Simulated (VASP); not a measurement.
All values below come from r2SCAN meta-GGA, VASP's PBE PAW potentials (set 64) (plane waves; VASP).

VASP input:

POSCAR:
```
SrCl2
1
    0.0000000000     3.4604136042     3.4604136042
    3.4604136042     0.0000000000     3.4604136042
    3.4604136042     3.4604136042    -0.0000000000
Sr Cl
1 2
Direct
  1.0000000000   0.0000000000   1.0000000000
  0.2500000000   0.2500000000   0.2500000000
  0.7500000000   0.7500000000   0.7500000000
```

**KPOINTS**
```
Automatic mesh
0
Gamma
5 5 5
0 0 0
```

### INCAR
```
ALGO  =  Normal
EDIFF  =  1E-6
EDIFFG  =  -0.02
ENCUT  =  520
IBRION  =  2
ISIF  =  3
ISMEAR  =  0
LASPH  =  .True.
LCHARG  =  .False.
LMAXMIX  =  4
LMIXTAU  =  .True.
LREAL  =  .False.
LWAVE  =  .False.
METAGGA  =  R2SCAN
NELM  =  100
NSW  =  60
PREC  =  Accurate
SIGMA  =  0.05
SYSTEM  =  SrCl2
```

POTCAR, in this order: Sr_sv Cl (PBE.64 set). Program: vasp_std.

The run wrote:

OSZICAR:
```
       N       E                     dE             d eps       ncg     rms          rms(c)
DAV:   1     0.130081148249E+03    0.13008E+03   -0.12022E+04   320   0.139E+03
DAV:   2    -0.326754607322E+02   -0.16276E+03   -0.15680E+03   424   0.257E+02
DAV:   3    -0.422853501647E+02   -0.96099E+01   -0.95985E+01   504   0.665E+01
DAV:   4    -0.425680841032E+02   -0.28273E+00   -0.28259E+00   520   0.797E+00
DAV:   5    -0.425710388078E+02   -0.29547E-02   -0.29546E-02   472   0.829E-01    0.125E+01
DAV:   6    -0.361104963748E+02    0.64605E+01   -0.24086E+00   528   0.119E+01    0.874E+00
DAV:   7    -0.349180121347E+02    0.11925E+01   -0.10326E+00   512   0.103E+01    0.115E+00
DAV:   8    -0.356540156668E+02   -0.73600E+00   -0.10889E+00   448   0.963E+00    0.210E+00
DAV:   9    -0.350708206159E+02    0.58320E+00   -0.12668E-01   440   0.465E+00    0.154E+00
DAV:  10    -0.351149131451E+02   -0.44093E-01   -0.40828E-03   504   0.677E-01    0.144E+00
DAV:  11    -0.355880938754E+02   -0.47318E+00   -0.22146E-01   336   0.511E+00    0.640E-01
DAV:  12    -0.356454563172E+02   -0.57362E-01   -0.15476E-02   448   0.132E+00    0.404E-01
DAV:  13    -0.356382614216E+02    0.71949E-02   -0.57016E-02   320   0.310E+00    0.747E-01
DAV:  14    -0.356671209385E+02   -0.28860E-01   -0.18002E-02   336   0.167E+00    0.402E-01
DAV:  15    -0.356838982327E+02   -0.16777E-01   -0.35146E-03   344   0.735E-01    0.224E-01
DAV:  16    -0.356839391130E+02   -0.40880E-04   -0.11743E-04   416   0.112E-01    0.153E-01
DAV:  17    -0.356845051406E+02   -0.56603E-03   -0.19568E-04   344   0.188E-01    0.861E-02
DAV:  18    -0.356845538771E+02   -0.48737E-04   -0.37254E-05   400   0.753E-02    0.618E-02
DAV:  19    -0.356845728453E+02   -0.18968E-04   -0.22780E-05   344   0.677E-02    0.448E-02
DAV:  20    -0.356845717689E+02    0.10763E-05   -0.33018E-05   464   0.481E-02    0.227E-02
DAV:  21    -0.356845734506E+02   -0.16817E-05   -0.19659E-06   344   0.157E-02    0.201E-02
DAV:  22    -0.356845694232E+02    0.40274E-05   -0.39224E-06   368   0.192E-02    0.143E-02
DAV:  23    -0.356845720924E+02   -0.26691E-05   -0.28460E-06   360   0.169E-02    0.471E-03
DAV:  24    -0.356845734337E+02   -0.13413E-05   -0.12703E-06   272   0.148E-02    0.178E-03
DAV:  25    -0.356845735785E+02   -0.14476E-06   -0.23927E-07   272   0.487E-03
   1 F= -.35684574E+02 E0= -.35684574E+02  d E =-.356846E+02
       N       E                     dE             d eps       ncg     rms          rms(c)
DAV:   1    -0.358171575337E+02   -0.13258E+00   -0.34065E+00   400   0.136E+01    0.257E+00
DAV:   2    -0.357159545689E+02    0.10120E+00   -0.24929E-01   384   0.356E+00    0.103E+00
DAV:   3    -0.356941405911E+02    0.21814E-01   -0.75852E-02   456   0.193E+00    0.528E-01
DAV:   4    -0.356951556660E+02   -0.10151E-02   -0.15822E-02   496   0.104E+00    0.288E-01
DAV:   5    -0.356949667240E+02    0.18894E-03   -0.32764E-03   344   0.675E-01    0.198E-01
DAV:   6    -0.356957960644E+02   -0.82934E-03   -0.39886E-03   488   0.674E-01    0.653E-02
DAV:   7    -0.356951630843E+02    0.63298E-03   -0.30401E-03   320   0.580E-01    0.332E-02
DAV:   8    -0.356956449227E+02   -0.48184E-03   -0.16067E-04   432   0.154E-01    0.176E-02
DAV:   9    -0.356956799003E+02   -0.34978E-04   -0.50488E-05   360   0.732E-02    0.566E-03
DAV:  10    -0.356956814045E+02   -0.15042E-05   -0.12890E-05   336   0.439E-02    0.369E-03
DAV:  11    -0.356956870541E+02   -0.56496E-05   -0.23552E-06   312   0.192E-02    0.279E-03
DAV:  12    -0.356956884188E+02   -0.13647E-05   -0.15199E-06   304   0.146E-02    0.467E-04
DAV:  13    -0.356956885650E+02   -0.14615E-06   -0.26474E-07   264   0.591E-03
   2 F= -.35695689E+02 E0= -.35695689E+02  d E =-.111150E-01
```

### OUTCAR
```
------------------------ aborting loop because EDIFF is reached ----------------------------------------
  FORCE on cell =-STRESS in cart. coord.  units (eV):
  Direction    XX          YY          ZZ          XY          YZ          ZX
  --------------------------------------------------------------------------------------
  Total       -0.0119999     -0.0119999     -0.0119999      0.0000000     -0.0000000      0.0000000
  in kB       -0.2244056     -0.2244056     -0.2244056      0.0000000     -0.0000000      0.0000000
  external PRESSURE =      -0.2244056 kB  Pullay stress =       0.0000000 kB
  volume of cell :       85.67
      direct lattice vectors                 reciprocal lattice vectors
     0.000000000  3.498978629  3.498978629    -0.142898844  0.142898844  0.142898844
     3.498978629 -0.000000000  3.498978629     0.142898844 -0.142898844  0.142898844
     3.498978629  3.498978629  0.000000000     0.142898844  0.142898844 -0.142898844
 POSITION                                       TOTAL-FORCE (eV/Angst)
 -----------------------------------------------------------------------------------
      6.99796      6.99796      6.99796        -0.000000      0.000000     -0.000000
      1.74949      1.74949      1.74949         0.000000      0.000000      0.000000
      5.24847      5.24847      5.24847        -0.000000     -0.000000     -0.000000
 -----------------------------------------------------------------------------------
    total drift:                                0.000000      0.000000      0.000000
  FREE ENERGIE OF THE ION-ELECTRON SYSTEM (eV)
  ---------------------------------------------------
  free  energy   TOTEN  =       -35.6956885650 eV

  energy  without entropy=      -35.6956885649  energy(sigma->0) =      -35.69568856

 reached required accuracy - stopping structural energy minimisation
```
(Selected blocks of OUTCAR.)

### CONTCAR
```
SrCl2
   1.00000000000000
     0.0000000000000000    3.4989786290518161    3.4989786290518161
     3.4989786290518161   -0.0000000000000000    3.4989786290518161
     3.4989786290518161    3.4989786290518161    0.0000000000000000
  Sr              Cl
     1     2
Direct
     1.0000000000000000    1.0000000000000000    1.0000000000000000
     0.2500000000000000    0.2500000000000000    0.2500000000000000
     0.7500000000000000    0.7500000000000000    0.7500000000000000
```

Energy and stress use the plane-wave basis of the starting cell.

The compound is SrCl2 in the fluorite structure. This run relaxes it. Symmetry was kept, so distortions that lower it aren't found. The start is the result of an earlier pass.
